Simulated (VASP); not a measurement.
Input of a VASP 6.6.1 run:

INCAR

```
PREC = Accurate
ENCUT = 520
EDIFF = 1E-6
ISMEAR = -1
SIGMA = 0.05
LREAL = False
LASPH = True
NELM = 100
ALGO = Normal
ISIF = 2
LWAVE = False
LCHARG = False
METAGGA = SCAN
LMIXTAU = True
LUSE_VDW = True
IVDW_NL = 2
BPARAM = 15.7
CPARAM = 0.0093
NBANDS = 16
```

Contents of KPOINTS:

```
Automatic mesh
0
Gamma
  16 16 4
```

File POSCAR:

```
C
1.0
    2.4610000000      0.0000000000      0.0000000000
   -1.2305000000      2.1312885187      0.0000000000
    0.0000000000      0.0000000000      6.9763200000
C
4
Direct
    0.0000000000      0.0000000000      0.2500000000
    0.3333333333      0.6666666667      0.2500000000
    0.0000000000      0.0000000000      0.7500000000
    0.6666666667      0.3333333333      0.7500000000
```

Potentials or basis: VASP PAW PBE potentials, release 64 (C).

The run is started by

```sh
$ cat potpaw_PBE.64/C/POTCAR > POTCAR
$ mpirun -np 1 vasp_std > vasp.out
```

(1) What does it give for the band gap on the k mesh?

(2) Estimate the pressure.

Answers

(1) 0.71 eV, direct.

(2) -3.0 GPa.

Caveat: the PAW data sets were made with another functional, which shifts forces and pressure a little.
